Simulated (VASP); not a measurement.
SnTe: stress against strain

SnTe (rock salt, Fm-3m, 31.034 Å³/atom at rest, cube axes along x, y and z) under a strain ε along a cube axis (axis z), the other axes held. PBEsol in VASP (plane waves, PAW), 480 eV, 8×8×8 Γ-centred mesh, Gaussian smearing 0.05 eV; ions are relaxed within the symmetry of each cell. Stress is positive for a compressed cell.

Here s stands for strain and y for stress zz.

| strain (%) | stress zz (GPa) |
|---|---|
| -1.50 | 2.32 |
| -1.00 | 1.53 |
| -0.50 | 0.79 |
| 0.00 | 0.10 |
| 0.50 | -0.55 |
| 1.00 | -1.16 |
| 1.50 | -1.74 |
| 3.00 | ? |

Problem. Using a straight line, estimate the missing y at s = 3.00 from the other rows, showing the fit.

Solution. Means: s 0, y 0.184. About the means, the sum of products is -9.4500 and the sum of squares of s is 7.0000; the slope is their ratio. Least squares gives y = 0.184 - 1.3500·s. Residuals (row less fit): 0.111, -0.004, -0.069, -0.084, -0.059, 0.006, 0.101; standard error 0.087 (degrees of freedom: 5). The slope gives the elastic constant C11 = 135 ± 3 GPa. At the withheld row, y = 0.184 - 1.3500 × 3.0 = -3.866 GPa. The calculation gives -3.26 GPa, 0.606 GPa above the prediction (10.9 % of the range of y in the table). The row lies outside the fitted rows, so this is an extrapolation. From the scatter of the fitted rows alone, a prediction at this place has a standard error of 0.136 GPa, so the miss is 4.5 times that.

One order more, fitted to all 13 runs of the series, follows each within 0.03, so the miss is the next term of a smooth law. SnTe stands in this structure, which distorts at low temperature. Rows are the converged runs of the series near zero and its far end; series whose fitted rows scatter by over a few per cent of the range, as at a crossing or softening among them, aren't shown in this form. Most that stay on the fit to the last digits aren't either.
